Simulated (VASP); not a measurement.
Data:

```xyz
4
Lattice="3.8759 0.0000 0.0000 0.0000 3.8759 0.0000 0.0000 0.0000 3.8759" Properties=species:S:1:pos:R:3 pbc="T T T"
Ti     0.0000     0.0000     0.0000
Pt     0.0000     1.9380     1.9380
Pt     1.9380     0.0000     1.9380
Pt     1.9380     1.9380     0.0000
```

All values below come from LDA (Ceperley-Alder, Perdew-Zunger), VASP's LDA PAW potentials (set 64) (plane waves; VASP 6.6.1). Numerical set-up: 500 eV cut-off, 8×8×8 Γ-centred mesh, first-order Methfessel-Paxton smearing of 0.10 eV, potentials Ti_sv Pt.

**Question.** The ions, cell shape and volume at an external pressure of 5.0 GPa are relaxed. Which structure does the run end with?

**Answer.** 
```xyz
4
Lattice="3.8551 0.0000 0.0000 0.0000 3.8551 0.0000 0.0000 0.0000 3.8551" Properties=species:S:1:pos:R:3 pbc="T T T"
Ti     0.0000     0.0000     0.0000
Pt     0.0000     1.9275     1.9275
Pt     1.9275     0.0000     1.9275
Pt     1.9275     1.9275     0.0000
```
Space group Pm-3m (221), at a tolerance of 0.03 Å.

**Question.** How do energy and volume change from the first to the last step?

**Answer.** The energy (σ→0) changes by +3.6 meV/atom and the volume by -1.6 %, in 3 ionic steps.

The compound is Pt3Ti in the L1_2 structure. This run relaxes it under an external pressure of 5 GPa. Symmetry was kept, so distortions that lower it aren't found.
